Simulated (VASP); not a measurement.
Computed with PBE GGA, VASP's PBE PAW potentials (set 64) (plane waves; VASP).

Input for VASP

File POSCAR:
```
Al3Sc
8.3640
  0.5000000000   0.0000000000   0.0000000000
  0.0000000000   0.5000000000   0.0000000000
  0.0000000000   0.0000000000   0.5000000000
Sc Al
1 3
Cartesian
  0.0000000000   0.0000000000   0.0000000000
  0.0000000000   0.2500000000   0.2500000000
  0.2500000000   0.0000000000   0.2500000000
  0.2500000000   0.2500000000   0.0000000000
```

### KPOINTS
```
Automatic mesh
0
Gamma
7 7 7
0 0 0
```

INCAR:
```
ALGO  =  Fast
EDIFF  =  1E-6
ENCUT  =  400
GGA  =  PE
ISIF  =  2
ISMEAR  =  1
LASPH  =  .True.
LCHARG  =  .False.
LMAXMIX  =  4
LREAL  =  .False.
LWAVE  =  .False.
NELM  =  100
PREC  =  Accurate
SIGMA  =  0.1
SYSTEM  =  Al3Sc
```

POTCAR, in this order: Sc_sv Al (PBE.64 set). Program: vasp_std.

Task: Predict the energy per atom (σ→0), pressure, band gap (on the k-mesh).

Result: 
```yaml
energy per atom (σ→0): -4.810 eV/atom
band gap (on the k-mesh): none (metal, semimetal or under 0.01 eV)
pressure: -4.38 GPa
```

File OSZICAR:
```
...
RMM:  13    -0.192409589857E+02    0.60960E-03   -0.60143E-03   706   0.949E-01    0.667E-02
RMM:  14    -0.192408607162E+02    0.98270E-04   -0.91154E-04   750   0.348E-01    0.507E-02
RMM:  15    -0.192408041129E+02    0.56603E-04   -0.28106E-04   749   0.153E-01    0.146E-02
RMM:  16    -0.192408082791E+02   -0.41662E-05   -0.77475E-05   800   0.671E-02    0.141E-02
RMM:  17    -0.192408063883E+02    0.18908E-05   -0.40820E-05   729   0.575E-02    0.237E-02
RMM:  18    -0.192408076091E+02   -0.12208E-05   -0.11939E-05   632   0.255E-02    0.148E-02
RMM:  19    -0.192408071978E+02    0.41135E-06   -0.22029E-06   502   0.272E-02
   1 F= -.19240807E+02 E0= -.19240431E+02  d E =-.112742E-02
```

The compound is Al3Sc in the L1_2 structure. The cell was not relaxed at this level. The run is one of a series of settings (ALGO = Fast against the base run), some of them coarse on purpose.
